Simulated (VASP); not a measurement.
All values below come from PBEsol GGA, VASP's PBE PAW potentials (set 64) (plane waves; VASP).

VASP ran on this input.

### INCAR
```
# general
SYSTEM  = HfC
PREC    = Accurate
ENCUT   = 520
LREAL   = F   # projection in real space or not
LASPH   = T   # aspherical one-centre terms

# electronic loop
EDIFF   = 1E-6   # SCF stop (eV)
NELM    = 100
ALGO    = Normal   # blocked Davidson
LMAXMIX = 6   # l cut-off of mixed one-centre charges

# smearing
ISMEAR  = 1
SIGMA   = 0.1   # width (eV)

# functional
GGA     = PS   # PBEsol

# ions
IBRION  = 2   # conjugate gradients
NSW     = 60
ISIF    = 3
EDIFFG  = -0.01   # ionic stop

# output
LWAVE   = F
LCHARG  = F
```

File POSCAR:
```
HfC
1
    0.0000000000     2.3200000000     2.3200000000
    2.3200000000     0.0000000000     2.3200000000
    2.3200000000     2.3200000000     0.0000000000
Hf C
1 1
Direct
  0.0000000000   0.0000000000   0.0000000000
  0.5000000000   0.5000000000   0.5000000000
```

**KPOINTS**
```
Automatic mesh
0
Gamma
12 12 12
0 0 0
```

POTCAR, in this order: Hf_pv C (PBE.64 set). Program: vasp_std.

The run wrote:

OUTCAR:
```
 ion  position               nearest neighbor table
   1  0.000  0.000  0.000-   2 2.32   2 2.32   2 2.32   2 2.32   2 2.32   2 2.32
   2  0.500  0.500  0.500-   1 2.32   1 2.32   1 2.32   1 2.32   1 2.32   1 2.32
  LATTYP: Found a face centered cubic cell.
 ALAT       =     4.6400000000
 Subroutine PRICEL returns:
 Original cell was already a primitive cell.
 Subroutine GETGRP returns: Found 48 space group operations
The static configuration has the point symmetry O_h .
The dynamic configuration has the point symmetry O_h .
 Subroutine INISYM returns: Found 48 space group operations
 Subroutine IBZKPT returns following result:
 Found     72 irreducible k-points:

 Following reciprocal coordinates:
            Coordinates               Weight
  0.000000  0.000000  0.000000      1.000000
  0.083333  0.000000  0.000000      8.000000
  0.166667  0.000000  0.000000      8.000000
  0.250000  0.000000  0.000000      8.000000
  0.333333  0.000000  0.000000      8.000000
  0.416667  0.000000  0.000000      8.000000
  0.500000  0.000000  0.000000      4.000000
  0.083333  0.083333  0.000000      6.000000
  0.166667  0.083333  0.000000     24.000000
  0.250000  0.083333  0.000000     24.000000
  0.333333  0.083333  0.000000     24.000000
  0.416667  0.083333  0.000000     24.000000
  0.500000  0.083333  0.000000     24.000000
 -0.416667  0.083333  0.000000     24.000000
 -0.333333  0.083333  0.000000     24.000000
 -0.250000  0.083333  0.000000     24.000000
 -0.166667  0.083333  0.000000     24.000000
 -0.083333  0.083333  0.000000     12.000000
  0.166667  0.166667  0.000000      6.000000
  0.250000  0.166667  0.000000     24.000000
  0.333333  0.166667  0.000000     24.000000
  0.416667  0.166667  0.000000     24.000000
  0.500000  0.166667  0.000000     24.000000
 -0.416667  0.166667  0.000000     24.000000
...
```

**OSZICAR**
```
       N       E                     dE             d eps       ncg     rms          rms(c)
DAV:   1     0.222122486199E+02    0.22212E+02   -0.77317E+03  1584   0.121E+03
DAV:   2    -0.233956066703E+02   -0.45608E+02   -0.42818E+02  2149   0.209E+02
DAV:   3    -0.250725892262E+02   -0.16770E+01   -0.16609E+01  2038   0.307E+01
DAV:   4    -0.250864000280E+02   -0.13811E-01   -0.13807E-01  1887   0.308E+00
DAV:   5    -0.250865685386E+02   -0.16851E-03   -0.16845E-03  2116   0.287E-01    0.589E+01
DAV:   6    -0.222803515504E+02    0.28062E+01   -0.18192E+01  1778   0.219E+01    0.415E+01
DAV:   7    -0.222031746510E+02    0.77177E-01   -0.63012E-01  1846   0.599E+00    0.239E+01
DAV:   8    -0.221915982695E+02    0.11576E-01   -0.54859E-02  1737   0.223E+00    0.493E+00
DAV:   9    -0.221863317148E+02    0.52666E-02   -0.25624E-02  1771   0.967E-01    0.190E+00
DAV:  10    -0.221860474476E+02    0.28427E-03   -0.10098E-03  1894   0.267E-01    0.299E-01
DAV:  11    -0.221860387879E+02    0.86597E-05   -0.14057E-04  1851   0.876E-02    0.366E-02
DAV:  12    -0.221860370918E+02    0.16961E-05   -0.47927E-06  1841   0.200E-02    0.492E-02
DAV:  13    -0.221860367595E+02    0.33230E-06   -0.24036E-07   879   0.528E-03
   1 F= -.22186037E+02 E0= -.22185987E+02  d E =-.221860E+02
       N       E                     dE             d eps       ncg     rms          rms(c)
DAV:   1    -0.223208506418E+02   -0.13481E+00   -0.45584E+00  1584   0.210E+01    0.678E+00
DAV:   2    -0.222072004182E+02    0.11365E+00   -0.14327E-01  1602   0.391E+00    0.363E+00
DAV:   3    -0.221640926840E+02    0.43108E-01   -0.13089E-01  1632   0.337E+00    0.232E+00
DAV:   4    -0.221644806172E+02   -0.38793E-03   -0.19785E-03  1924   0.464E-01    0.288E+00
DAV:   5    -0.221639631854E+02    0.51743E-03   -0.81986E-04  1881   0.218E-01    0.189E-01
DAV:   6    -0.221639160716E+02    0.47114E-04   -0.12219E-04  1791   0.744E-02    0.828E-02
DAV:   7    -0.221639204853E+02   -0.44137E-05   -0.47456E-06  1726   0.202E-02    0.944E-02
DAV:   8    -0.221639124144E+02    0.80709E-05   -0.42512E-05  1760   0.430E-02    0.199E-02
DAV:   9    -0.221639127704E+02   -0.35600E-06   -0.12074E-06   935   0.117E-02
   2 F= -.22163913E+02 E0= -.22163856E+02  d E =0.221240E-01
       N       E                     dE             d eps       ncg     rms          rms(c)
DAV:   1    -0.222596444527E+02   -0.95732E-01   -0.18662E+00  1584   0.135E+01    0.441E+00
DAV:   2    -0.222134762659E+02    0.46168E-01   -0.62121E-02  1596   0.256E+00    0.237E+00
DAV:   3    -0.221957604174E+02    0.17716E-01   -0.54973E-02  1620   0.214E+00    0.148E+00
DAV:   4    -0.221958965812E+02   -0.13616E-03   -0.80404E-04  1930   0.297E-01    0.181E+00
DAV:   5    -0.221956965303E+02    0.20005E-03   -0.31706E-04  1902   0.140E-01    0.228E-01
DAV:   6    -0.221956645226E+02    0.32008E-04   -0.62329E-05  1847   0.511E-02    0.651E-02
DAV:   7    -0.221956654088E+02   -0.88623E-06   -0.15448E-06  1225   0.128E-02
   3 F= -.22195665E+02 E0= -.22195623E+02  d E =-.962865E-02
```

File OUTCAR:
```
------------------------ aborting loop because EDIFF is reached ----------------------------------------
  FORCE on cell =-STRESS in cart. coord.  units (eV):
  Direction    XX          YY          ZZ          XY          YZ          ZX
  --------------------------------------------------------------------------------------
  Total       -0.0172167     -0.0172167     -0.0172167      0.0000000      0.0000000      0.0000000
  in kB       -1.1292282     -1.1292282     -1.1292282      0.0000000      0.0000000      0.0000000
  external PRESSURE =      -1.1292282 kB  Pullay stress =       0.0000000 kB
  volume of cell :       24.43
      direct lattice vectors                 reciprocal lattice vectors
     0.000000000  2.302943590  2.302943590    -0.217113438  0.217113438  0.217113438
     2.302943590  0.000000000  2.302943590     0.217113438 -0.217113438  0.217113438
     2.302943590  2.302943590  0.000000000     0.217113438  0.217113438 -0.217113438
 POSITION                                       TOTAL-FORCE (eV/Angst)
 -----------------------------------------------------------------------------------
      0.00000      0.00000      0.00000        -0.000000      0.000000      0.000000
      2.30294      2.30294      2.30294         0.000000     -0.000000     -0.000000
 -----------------------------------------------------------------------------------
    total drift:                                0.000000     -0.000000     -0.000000
  FREE ENERGIE OF THE ION-ELECTRON SYSTEM (eV)
  ---------------------------------------------------
  free  energy   TOTEN  =       -22.1956654088 eV

  energy  without entropy=      -22.1955388833  energy(sigma->0) =      -22.19562323

 reached required accuracy - stopping structural energy minimisation
```
(Selected blocks of OUTCAR.)

File CONTCAR:
```
HfC
   1.00000000000000
     0.0000000000000000    2.3029435897795891    2.3029435897795891
     2.3029435897795891    0.0000000000000000    2.3029435897795891
     2.3029435897795891    2.3029435897795891    0.0000000000000000
  Hf              C
     1     1
Direct
     0.0000000000000000    0.0000000000000000    0.0000000000000000
     0.5000000000000000    0.5000000000000000    0.5000000000000000
```

Energy and stress use the plane-wave basis of the starting cell.

The compound is HfC in the rock salt structure. This run relaxes it. Symmetry was kept, so distortions that lower it aren't found.
